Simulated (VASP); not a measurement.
Data:

```xyz
5
Lattice="2.2840 -3.9560 0.0000 2.2840 3.9560 0.0000 0.0000 0.0000 7.2422" Properties=species:S:1:pos:R:3 pbc="T T T"
Mg     4.5680     0.0000     7.2422
Mg     2.2840     1.3187     4.5893
Mg     2.2840    -1.3187     2.6529
Sb     2.2840     1.3187     1.6542
Sb     2.2840    -1.3187     5.5880
```

Method: r2SCAN meta-GGA, VASP's PBE PAW potentials (set 64) (plane waves; VASP 6.6.1). Settings: 520 eV cut-off, 6×6×4 Γ-centred mesh, tetrahedra with Blöchl corrections, potentials Mg Sb.

Unless said otherwise, spin-orbit coupling is left out, though it shifts the bands of the heavy elements here.

**Question.** Give the energies of bands 3 to 11 at the high-symmetry points, in eV from the valence-band maximum.

**Answer.** 
```
band      Γ      M      K      A      L      H
----  -----  -----  -----  -----  -----  -----
3     -5.04  -4.77  -4.45  -3.10  -5.02  -4.40
4     -1.16  -3.87  -3.66  -3.02  -4.72  -4.40
5     -1.16  -3.33  -3.66  -0.84  -1.92  -4.05
6     -0.42  -2.40  -2.63  -0.84  -1.73  -3.46
7     -0.42  -2.20  -2.62  -0.76  -1.69  -1.04
8      0.00  -0.96  -2.62  -0.76  -1.58  -1.04
9      1.77   0.79   0.56   2.28   0.87   2.21
10     1.78   2.43   4.62   2.46   1.67   2.21
11     3.41   2.46   4.74   3.06   2.15   2.87
```

The gap is indirect, 0.56 eV, from the valence maximum at Γ to the conduction minimum at K.

The compound is Mg3Sb2 in the a-la2o3 structure. It was relaxed first.
